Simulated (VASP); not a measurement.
# MnHg (P4/mmm) in VASP: notebook

One crystal, MnHg, is run at these levels: r2SCAN; tasks: single point.

Program: VASP 6.6.1. These are calculated values, not measurements. Logs are shortened: lines on timing, memory, paths and dates and some standing lists are left out, and cuts for length are marked.

**1. The crystal as given**

Symmetry: P4/mmm, No. 123, tetragonal system. Conventional cell: a = 3.288 Å, b = 3.288 Å, c = 3.313 Å, α = 90.00°, β = 90.00°, γ = 90.00°. Hg (site symmetry 4/mmm) has 8 Mn at 2.85 Å as nearest neighbours. Mn (site symmetry 4/mmm) has 8 Hg at 2.85 Å as nearest neighbours.

**2. Single point, r2SCAN, collinear spin, ferromagnetic start**

Contents of INCAR:

```
  PREC = Accurate
  ENCUT = 500
  EDIFF = 1E-6
  ISMEAR = 1
  SIGMA = 0.2
  LREAL = F
  LASPH = T
  NELM = 100
  ALGO = Normal
  ISIF = 2
  LWAVE = F
  LCHARG = F
  ISPIN = 2
  MAGMOM = 0 4
  LORBIT = 11
  LMAXMIX = 4
  METAGGA = R2SCAN
  LMIXTAU = T
  NBANDS = 24
  ADDGRID = F
```

Contents of KPOINTS:

```
Automatic mesh
0
Gamma
  4 4 4
```

Contents of POSCAR:

```
MnHg
1.0
    3.2880000000      0.0000000000      0.0000000000
    0.0000000000      3.2880000000      0.0000000000
    0.0000000000      0.0000000000      3.3130000000
Hg Mn
1 1
Direct
    0.0037350000      0.0043450000     -0.0026990000
    0.4987650000      0.4794400000      0.4654080000
```

Potentials or basis: VASP PAW PBE potentials, release 64 (Hg, Mn_pv).

Command:

```console
> cat potpaw_PBE.64/Hg/POTCAR potpaw_PBE.64/Mn_pv/POTCAR > POTCAR
> mpirun -np 1 vasp_std > vasp.out
```

OUTCAR:

```text
PREC = Accurate
   ENCUT = 500
   EDIFF = 1E-6
   ISMEAR = 1
   LREAL = F
   LASPH = T
   NELM = 100
   ISIF = 2
   ISPIN = 2
   LORBIT = 11
   METAGGA = R2SCAN

 Found     36 irreducible k-points:

 Following reciprocal coordinates:
            Coordinates               Weight
  0.000000  0.000000  0.000000      1.000000
  0.250000  0.000000  0.000000      2.000000
  0.000000  0.250000  0.000000      2.000000
  0.500000  0.000000  0.000000      1.000000
  0.000000  0.500000  0.000000      1.000000
  0.250000  0.250000  0.000000      2.000000
   k-points           NKPTS =     36   k-points in BZ     NKDIM =     36   number of bands    NBANDS=     24
   number of dos      NEDOS =    301   number of ions     NIONS =      2
   total plane-waves  NPLWV =  13824
   dimension x,y,z NGX =    24 NGY =   24 NGZ =   24
   dimension x,y,z NGXF=    48 NGYF=   48 NGZF=   48
   ions per type =               1   1
   NGX,Y,Z   is equivalent  to a cutoff of  12.13, 12.13, 12.04 a.u.
   NGXF,Y,Z  is equivalent  to a cutoff of  24.27, 24.27, 24.09 a.u.
 SYSTEM =  unknown system
   PREC   = accura    normal or accurate (medium, high low for compatibility)
   ISTART =      0    job   : 0-new  1-cont  2-samecut
   ICHARG =      2    charge: 1-file 2-atom 10-const
   ISPIN  =      2    spin polarized calculation?
   LNONCOLLINEAR =      F non collinear calculations
   LSORBIT =      F    spin-orbit coupling
   LASPH  =      T    aspherical Exc in radial PAW
   ENCUT  =  500.0 eV  36.75 Ry    6.06 a.u.   5.99  5.99  6.04*2*pi/ulx,y,z
   NELM   =    100;   NELMIN=  2; NELMDL= -5     # of ELM steps
   EDIFF  = 0.1E-05   stopping-criterion for ELM
   LREAL  =      F    real-space projection
   EDIFFG = 0.1E-04   stopping-criterion for IOM
   NSW    =      0    number of steps for IOM
   IBRION =     -1    ionic relax: 0-MD 1-quasi-New 2-CG
   NFREE  =      0    steps in history (QN), initial steepest desc. (CG)
   ISIF   =      2    stress and relaxation
   ISYM   =      2    0-nonsym 1-usesym 2-fastsym
   POTIM  = 0.5000    time-step for ionic-motion
   TEBEG  =    0.0;   TEEND  =   0.0 temperature during run
   PSTRESS=    0.0 pullay stress
   NELECT =      25.0000    total number of electrons
   NUPDOWN=      -1.0000    fix difference up-down
   EMIN   =  10.00;   EMAX   =-10.00  energy-range for DOS
   EFERMI =   0.00;   METHOD = LEGACY
   ISMEAR =     1;   SIGMA  =   0.20  broadening in eV -4-tet -1-fermi 0-gaus
   EFERMI_NEDOS =   21; number of points for ismear=-14 and -15
   IALGO  =     38    algorithm
   IMIX   =      4    mixing-type and parameters
     AMIX     =   0.40;   BMIX     =  1.00
     AMIX_MAG =   1.60;   BMIX_MAG =  1.00
  volume/ion in A,a.u.               =      17.91       120.85
  Fermi-wavevector in a.u.,A,eV,Ry     =   1.452200  2.744260 28.693127  2.108885
  Thomas-Fermi vector in A             =   2.569610
   LORBIT       =     11    0 simple, 1 ext, 2 COOP (PROOUT), +10 PAW based schemes
   METAGGA = R2SCAN    functional components
   LHFCALC =     F    Hartree Fock is set to
   AEXX    =    0.0000 exact exchange contribution
   IVDW    =     0    specifies the selected vdW correction
   LEPSILON=     F    determine dielectric tensor
   LRPA    =     F    only Hartree local field effects (RPA)
 spin polarized calculation
 Methfessel and Paxton  Order N= 1 SIGMA  =   0.20
  energy-cutoff  :      500.00
  volume of cell :       35.82
 maximum number of plane-waves:       922
   NGX = 11   NGY = 11   NGZ = 13

 number of electron      24.9999999 magnetization       3.7110430

 Free energy of the ion-electron system (eV)
  ---------------------------------------------------
  ext. energy  EPLUGINS =         0.00000000
  ---------------------------------------------------
  free energy    TOTEN  =       -63.90217838 eV

  energy without entropy =      -63.90989896  energy(sigma->0) =      -63.90475191

 E-fermi :   5.8877     XC(G=0): -12.7400

 val. band max:        5.7523450032   @ k =  -0.2500  -0.2500   0.2500
 cond. band min:       6.0130428844   @ k =   0.5000   0.5000   0.5000
 fundamental gap:      0.2606978812
 Fermi energy:         5.8877021311

 spin component 1

 k-point     1 :       0.0000    0.0000    0.0000
  band No.  band energies     occupation
      1     -46.8341      1.00000
      2     -46.8279      1.00000
      3     -46.8272      1.00000
      4      -4.4577      1.00000
      5      -3.1463      1.00000
      6      -3.1251      1.00000
[... 16 lines left out ...]
     23      23.7121      0.00000
     24      27.6467      0.00000

 k-point     2 :       0.2500    0.0000    0.0000
  band No.  band energies     occupation
      1     -46.8364      1.00000
      2     -46.8335      1.00000
      3     -46.8272      1.00000
      4      -3.5782      1.00000
      5      -2.9792      1.00000
      6      -2.5574      1.00000
[... 16 lines left out ...]
     23      22.0735      0.00000
     24      22.6305      0.00000

 k-point     3 :       0.0000    0.2500    0.0000
  band No.  band energies     occupation
      1     -46.8370      1.00000
      2     -46.8335      1.00000
      3     -46.8267      1.00000
      4      -3.5821      1.00000
      5      -2.9820      1.00000
      6      -2.5516      1.00000
[... 16 lines left out ...]
     23      22.0475      0.00000
     24      22.6249      0.00000

 k-point     4 :       0.5000    0.0000    0.0000
  band No.  band energies     occupation
      1     -46.8456      1.00000
      2     -46.8330      1.00000
      3     -46.8266      1.00000
      4      -2.9474      1.00000
      5      -2.8136      1.00000
      6      -2.2855      1.00000
[... 16 lines left out ...]
     23      19.9174      0.00000
     24      29.5065      0.00000

 k-point     5 :       0.0000    0.5000    0.0000
  band No.  band energies     occupation
      1     -46.8461      1.00000
      2     -46.8330      1.00000
      3     -46.8261      1.00000
      4      -2.9538      1.00000
      5      -2.8146      1.00000
      6      -2.2772      1.00000
[... 16 lines left out ...]
     23      19.9079      0.00000
     24      29.5262      0.00000

 k-point     6 :       0.2500    0.2500    0.0000
  band No.  band energies     occupation
      1     -46.8361      1.00000
      2     -46.8356      1.00000
      3     -46.8329      1.00000
      4      -3.0875      1.00000
      5      -2.7253      1.00000
      6      -2.3737      1.00000
[... 16 lines left out ...]
     23      23.1539      0.00000
     24      23.5703      0.00000

 [... further k-points ...]

 spin component 2

 k-point     1 :       0.0000    0.0000    0.0000
  band No.  band energies     occupation
      1     -41.4661      1.00000
      2     -41.4618      1.00000
      3     -41.4588      1.00000
      4      -4.6314      1.00000
      5      -3.2032      1.00000
      6      -3.1819      1.00000
[... 16 lines left out ...]
     23      23.6513      0.00000
     24      29.0354      0.00000

 k-point     2 :       0.2500    0.0000    0.0000
  band No.  band energies     occupation
      1     -41.4744      1.00000
      2     -41.4652      1.00000
      3     -41.4579      1.00000
      4      -3.7738      1.00000
      5      -3.0700      1.00000
      6      -2.5850      1.00000
[... 16 lines left out ...]
     23      22.8033      0.00000
     24      23.5693      0.00000

 k-point     3 :       0.0000    0.2500    0.0000
  band No.  band energies     occupation
      1     -41.4729      1.00000
      2     -41.4637      1.00000
      3     -41.4610      1.00000
      4      -3.7781      1.00000
      5      -3.0728      1.00000
      6      -2.5790      1.00000
[... 16 lines left out ...]
     23      22.7810      0.00000
     24      23.5559      0.00000

 k-point     4 :       0.5000    0.0000    0.0000
  band No.  band energies     occupation
      1     -41.4869      1.00000
      2     -41.4644      1.00000
      3     -41.4571      1.00000
      4      -3.1856      1.00000
      5      -2.9480      1.00000
      6      -2.3155      1.00000
[... 16 lines left out ...]
     23      19.7658      0.00000
     24      29.5976      0.00000

 k-point     5 :       0.0000    0.5000    0.0000
  band No.  band energies     occupation
      1     -41.4850      1.00000
      2     -41.4632      1.00000
      3     -41.4602      1.00000
      4      -3.1916      1.00000
      5      -2.9497      1.00000
      6      -2.3099      1.00000
[... 16 lines left out ...]
     23      19.7940      0.00000
     24      29.7234      0.00000

 k-point     6 :       0.2500    0.2500    0.0000
  band No.  band energies     occupation
      1     -41.4736      1.00000
      2     -41.4712      1.00000
      3     -41.4626      1.00000
      4      -3.2131      1.00000
      5      -2.7227      1.00000
      6      -2.4448      1.00000
[... 16 lines left out ...]
     23      23.9149      0.00000
     24      24.4572      0.00000

 [... further k-points ...]

------------------------ aborting loop because EDIFF is reached ----------------------------------------

  FORCE on cell =-STRESS in cart. coord.  units (eV):
  Direction    XX          YY          ZZ          XY          YZ          ZX
  --------------------------------------------------------------------------------------
  -------------------------------------------------------------------------------------
  Total        0.1193205      0.0597753     -0.0125442      0.0209403      0.1382943      0.0298891
  in kB        5.3375322      2.6739118     -0.5611371      0.9367167      6.1862815      1.3370228
  external PRESSURE =       2.4834356 kB  Pullay stress =       0.0000000 kB

 VOLUME and BASIS-vectors are now :
 -----------------------------------------------------------------------------
  energy-cutoff  :      500.00
  volume of cell :       35.82
      direct lattice vectors                 reciprocal lattice vectors
     3.288000000  0.000000000  0.000000000     0.304136253  0.000000000  0.000000000
     0.000000000  3.288000000  0.000000000     0.000000000  0.304136253  0.000000000
     0.000000000  0.000000000  3.313000000     0.000000000  0.000000000  0.301841232

 POSITION                                       TOTAL-FORCE (eV/Angst)
 -----------------------------------------------------------------------------------
      0.01228      0.01429      3.30406        -0.057554     -0.265148     -0.335903
      1.63994      1.57640      1.54190         0.057554      0.265148      0.335903
 -----------------------------------------------------------------------------------
    total drift:                                0.005908     -0.003749     -0.023541

  FREE ENERGIE OF THE ION-ELECTRON SYSTEM (eV)
  ---------------------------------------------------
  free  energy   TOTEN  =       -63.9021783810 eV

  energy  without entropy=      -63.9098989606  energy(sigma->0) =      -63.90475191

 total charge

# of ion       s       p       d       tot
------------------------------------------
    1        0.812   0.560   9.252  10.624
    2        0.264   6.175   4.989  11.428
--------------------------------------------------
tot          1.077   6.734  14.241  22.052

 magnetization (x)

# of ion       s       p       d       tot
------------------------------------------
    1       -0.071  -0.123   0.040  -0.154
    2        0.025  -0.001   3.846   3.870
--------------------------------------------------
tot         -0.046  -0.124   3.887   3.716
```

Run time: 1.8 min. Hardware: 1 thread of Intel Xeon Platinum 8259CL at 2.50GHz (Skylake/Cascade Lake), shared host; peak memory 0.18 GiB.

These settings aren't checked as converged: the numbers below hold their error.

What came out:

```
Free energy                                           : -63.9022 eV
Pressure                                              : 0.2 GPa
Largest force                                         : 0.432 eV/Å
Band gap on the k mesh                                : none (metal or under the smearing width)
Net moment                                            : 3.71 μB per cell
Site moments                                          : Hg -0.15; Mn +3.87 μB
Valence electrons inside the program's atomic spheres : Hg 10.62; Mn 11.43
```

Caveat: the k mesh is coarse (spacing up to 0.48 Å⁻¹), so the values aren't converged; the PAW data sets were made with another functional, which shifts forces and pressure a little.

**3. Single point, r2SCAN, collinear spin, ferromagnetic start**

Edit INCAR of step 2 so:

```diff
@@ -1,3 +1,3 @@
   PREC = Accurate
-  ENCUT = 500
+  ENCUT = 350
   EDIFF = 1E-6
```

Contents of KPOINTS:

```
Automatic mesh
0
Gamma
  5 5 5
```

Contents of POSCAR:

```
MnHg
1.0
    3.2880000000      0.0000000000      0.0000000000
    0.0000000000      3.2880000000      0.0000000000
    0.0000000000      0.0000000000      3.3130000000
Hg Mn
1 1
Direct
    0.0000000000      0.0000000000      0.0000000000
    0.5000000000      0.5000000000      0.5000000000
```

Potentials or basis: VASP PAW PBE potentials, release 64 (Hg, Mn_pv).

Command:

```console
> cat potpaw_PBE.64/Hg/POTCAR potpaw_PBE.64/Mn_pv/POTCAR > POTCAR
> mpirun -np 1 vasp_std > vasp.out
```

Wall time 68 s (1 thread of Intel Xeon Platinum 8259CL at 2.50GHz (Skylake/Cascade Lake), shared host); peak memory 0.14 GiB.

These settings aren't checked as converged: the numbers below hold their error.

What came out:

```yaml
Free_energy: -64.0191 eV
Pressure: 2.9 GPa
Band_gap_on_the_k_mesh: none (metal or under the smearing width)
Net_moment: 4.23 μB per cell
Site_moments: Hg -0.05; Mn +4.13 μB
Valence_electrons_inside_the_program's_atomic_spheres: Hg 10.64; Mn 11.39
```

Caveat: the k mesh is coarse (spacing up to 0.38 Å⁻¹), so the values aren't converged; the PAW data sets were made with another functional, which shifts forces and pressure a little.

**4. The reference run**

An earlier run on the cell as given: functional PBE; potentials or basis VASP PAW PBE potentials, release 64 (Hg, Mn_pv); cutoff 520 eV; k mesh 8 × 8 × 8; occupations fermi-dirac, width 0.05 eV; collinear spin, ferromagnetic start; starting moments [0.0, 4.0] μB.

* Pressure: 2.5 GPa
* Band gap on the k mesh: none (metal or under the smearing width)
* Net moment: 3.88 μB per cell
* Site moments: Hg -0.06; Mn +3.80 μB
* Valence electrons inside the program's atomic spheres: Hg 10.61; Mn 11.42
